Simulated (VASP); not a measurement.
Level of theory: optB86b-vdW, VASP's PBE PAW potentials (set 64) (plane waves; VASP).

The input files of a VASP run:

File POSCAR:
```
La2O3
1
    1.9491707173    -3.3760626270     0.0000000000
    1.9491707173     3.3760626270    -0.0000000000
    0.0000000000    -0.0000000000     6.0580164254
La O
2 3
Direct
  0.3333330000   0.6666670000   0.2456635581
  0.6666670000   0.3333330000   0.7543364419
  0.0000000000   1.0000000000   0.0000000000
  0.3333330000   0.6666670000   0.6459555080
  0.6666670000   0.3333330000   0.3540444920
```

**KPOINTS**
```
kpoints
0
gamma
 6 6 4
```

### INCAR
```
SYSTEM = La2O3
PREC = Accurate; ENCUT = 520; LREAL = .FALSE.
LASPH = .TRUE.
EDIFF = 1E-6; NELM = 100; ALGO = Normal
LMAXMIX = 6
ISMEAR = 0; SIGMA = 0.05
GGA = MK; LUSE_VDW = .TRUE.; AGGAC = 0.0
PARAM1 = 0.1234; PARAM2 = 1.0
IBRION = 2; NSW = 60; ISIF = 3
EDIFFG = -0.02
LWAVE = .FALSE.; LCHARG = .FALSE.
```

POTCAR, in this order: La O (PBE.64 set). Program: vasp_std.

Problem. What will the output report for the number of irreducible k-points (NKPTS), largest plane-wave count, number of space-group operations, FFT grid (NGX, NGY, NGZ)?

Solution. 
```yaml
number of irreducible k-points (NKPTS): 24
largest_plane_wave_count: 2189
number_of_space_group_operations: 12
FFT grid (NGX, NGY, NGZ): 30 × 30 × 48
```

The compound is La2O3 in the a-type structure. This run relaxes it. Symmetry was kept, so distortions that lower it aren't found. The start is the result of an earlier pass.
